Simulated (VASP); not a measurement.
Consider the following.

```
Mg2Si
1.0
    0.00000     2.78862     2.78862
    2.78862     0.00000     2.78862
    2.78862     2.78862     0.00000
Mg Si
2 1
Direct
  0.25000   0.25000   0.25000
  0.75000   0.75000   0.75000
  0.00000   0.00000   0.00000
```

These are PBEsol GGA, VASP's PBE PAW potentials (set 64) (plane waves; VASP) values and carry that method's errors. Numerical set-up: 500 eV cut-off, 10×10×10 Γ-centred mesh, first-order Methfessel-Paxton smearing of 0.10 eV, potentials Mg Si.

Problem. What does the run give for the energy per atom (σ→0), pressure, band gap (on the k-mesh) with the smallest direct gap where there is one?

Solution. 
```json
{
  "band gap (on the k-mesh)": "none (metal, semimetal or under 0.01 eV)",
  "energy per atom (σ→0)": "-2.542 eV/atom",
  "pressure": "44.93 GPa"
}
```

The compound is Mg2Si in the antifluorite structure. It was relaxed first under an external pressure of 45 GPa.
